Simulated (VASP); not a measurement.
Input:

```xyz
8
Lattice="5.7020 -0.0135 -0.0135 -0.0135 5.7020 -0.0135 -0.0135 -0.0135 5.7020" Properties=species:S:1:pos:R:3 pbc="T T T"
Sn     5.6073     5.6073     5.6073
Sn     1.4863     1.4863     1.4863
Si     2.8933     2.8933     5.6178
Si     4.2004     4.2004     1.4758
Si     2.8933     5.6178     2.8933
Si     4.2004     1.4758     4.2004
Si     5.6178     2.8933     2.8933
Si     1.4758     4.2004     4.2004
```

Level of theory: PBEsol GGA, VASP's PBE PAW potentials (set 64) (plane waves; VASP). Numerical set-up: 400 eV cut-off, Gaussian smearing of 0.050 eV, potentials Sn_d Si.

Task: Give the energies of bands 17 to 30 at the high-symmetry points, in eV from the Fermi level.

Result: 
| band | Γ | T | H2 | L | S0 | F |
|---|---|---|---|---|---|---|
| 17 | -7.56 | -6.74 | -6.74 | -4.23 | -5.58 | -5.58 |
| 18 | -3.10 | -6.74 | -6.74 | -4.02 | -5.50 | -5.50 |
| 19 | -2.98 | -1.93 | -1.93 | -3.76 | -3.89 | -3.89 |
| 20 | -2.98 | -1.93 | -1.93 | -3.72 | -3.56 | -3.56 |
| 21 | -2.83 | -1.64 | -1.64 | -3.63 | -3.56 | -3.56 |
| 22 | -2.78 | -1.32 | -1.32 | -3.31 | -3.54 | -3.54 |
| 23 | -2.78 | -1.32 | -1.32 | -2.32 | -2.02 | -2.02 |
| 24 | -0.04 | -0.86 | -0.86 | -2.11 | -1.39 | -1.39 |
| 25 | -0.04 | -0.86 | -0.86 | -1.64 | -1.27 | -1.27 |
| 26 | -0.02 | -0.28 | -0.28 | -1.33 | -0.79 | -0.79 |
| 27 | 0.03 | 0.66 | 0.66 | 0.70 | 1.47 | 1.47 |
| 28 | 0.36 | 0.66 | 0.66 | 1.02 | 2.00 | 2.00 |
| 29 | 0.72 | 0.78 | 0.78 | 2.42 | 2.03 | 2.03 |
| 30 | 0.72 | 1.24 | 1.24 | 2.90 | 2.72 | 2.72 |

It has no gap at this level: it comes out as a metal or semimetal.

The structure was generated: Sn2Si6 was put into an ordered model structure (R-3m), which need not be its known phase. It was relaxed first.
